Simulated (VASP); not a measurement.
Method: B3LYP hybrid, VASP's PBE PAW potentials (set 64) (plane waves; VASP).

VASP ran on this input.

KPOINTS:
```
Automatic mesh
0
Gamma
2 2 2
0 0 0
```

### INCAR
```
# general
SYSTEM   = Li2O
PREC     = Accurate
ENCUT    = 400
LREAL    = F
LASPH    = T
ISYM     = 3

# electronic loop
EDIFF    = 1E-6
NELM     = 100
ALGO     = Normal

# smearing
ISMEAR   = -1
SIGMA    = 0.01

# functional
GGA      = B3
AGGAC    = 0.81
AGGAX    = 0.72
ALDAC    = 0.19
LHFCALC  = T
AEXX     = 0.2
HFRCUT   = -1
PRECFOCK = Fast

# ions
ISIF     = 2

# output
LWAVE    = F
LCHARG   = F
```

POSCAR:
```
Li2O
1.0
  0.0000000000   2.3268550000   2.3268550000
  2.3268550000   0.0000000000   2.3268550000
  2.3268550000   2.3268550000   0.0000000000
Li O
2 1
direct
  0.7578460000   0.7528670000   0.7414460000
  0.2507980000   0.2525810000   0.2531210000
 -0.0086440000  -0.0054480000   0.0054330000
```

POTCAR, in this order: Li_sv O (PBE.64 set). Program: vasp_std.

At this cut-off the stress carries a Pulay error, which pulls relaxed volumes low. Gaps are read on the run's mesh, which can miss a band edge.

**Question.** Predict the energy per atom (σ→0), pressure, largest force, band gap (on the k-mesh).

**Answer.** 
The energy per atom (σ→0) is -5.537 eV/atom, the band gap (on the k-mesh) is 6.94 eV and the pressure comes out as -88.1 kbar. The largest force is 0.179 eV/Å.

OSZICAR:
```
...
DAV:  14    -0.166098951858E+02   -0.41150E-04   -0.32483E-05   180   0.570E-02    0.446E-02
DAV:  15    -0.166099187690E+02   -0.23583E-04   -0.11708E-05   172   0.317E-02    0.280E-02
DAV:  16    -0.166099311027E+02   -0.12334E-04   -0.45201E-06   180   0.193E-02    0.178E-02
DAV:  17    -0.166099371511E+02   -0.60483E-05   -0.17366E-06   166   0.121E-02    0.113E-02
DAV:  18    -0.166099399922E+02   -0.28411E-05   -0.69833E-07   164   0.771E-03    0.720E-03
DAV:  19    -0.166099412886E+02   -0.12965E-05   -0.29099E-07   156   0.489E-03    0.461E-03
DAV:  20    -0.166099418637E+02   -0.57510E-06   -0.12523E-07   154   0.317E-03
   1 F= -.16609942E+02 E0= -.16609942E+02  d E =0.000000E+00
```

The structure comes from a computed database's Li2O entry; how it stands against other phases isn't given here. The cell was not relaxed at this level, atoms are displaced from their ideal sites. The k-mesh is coarse (spacing up to 1.17 per Å, 2π included), so the numbers may not be converged in it. The run is one of a series of settings (AEXX = 0.2, AGGAC = 0.81, AGGAX = 0.72, ALDAC = 0.19, GGA = B3, HFRCUT = -1, ISYM = 3, LHFCALC = .TRUE., PRECFOCK = Fast, KPOINTS 2×2×2 Γ-centred mesh against the base run), some of them coarse on purpose.
